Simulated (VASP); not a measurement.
All values below come from PBE GGA, VASP's PBE PAW potentials (set 64) (plane waves; VASP 6.6.1).

Input for VASP

### INCAR
```
SYSTEM = ZnSe
PREC = Accurate; ENCUT = 520; LREAL = .FALSE.
LASPH = .TRUE.
EDIFF = 1E-6; NELM = 100; ALGO = Normal
LMAXMIX = 4
ISMEAR = 0; SIGMA = 0.05
GGA = PE
IBRION = 2; NSW = 60; ISIF = 3
EDIFFG = -0.01
LWAVE = .FALSE.; LCHARG = .FALSE.
```

KPOINTS:
```
Automatic mesh
0
Gamma
7 7 7
0 0 0
```

POSCAR:
```
ZnSe
1
   -0.0000000000     2.8712846328     2.8712846328
    2.8712846328     0.0000000000     2.8712846328
    2.8712846328     2.8712846328    -0.0000000000
Zn Se
1 1
Direct
  0.0000000000   0.0000000000   0.0000000000
  0.2500000000   0.2500000000   0.2500000000
```

POTCAR, in this order: Zn Se (PBE.64 set). Program: vasp_std.

**Question.** What will the output report for the number of irreducible k-points (NKPTS), largest plane-wave count, number of space-group operations, FFT grid (NGX, NGY, NGZ)?

**Answer.** 
The number of irreducible k-points (NKPTS) is 20 and the largest plane-wave count comes out as 1299. The number of space-group operations is 24 and the FFT grid (NGX, NGY, NGZ) comes out as 30 × 30 × 30.

The compound is ZnSe in the zinc blende structure. This run relaxes it. Symmetry was kept, so distortions that lower it aren't found. The start is the result of an earlier pass.
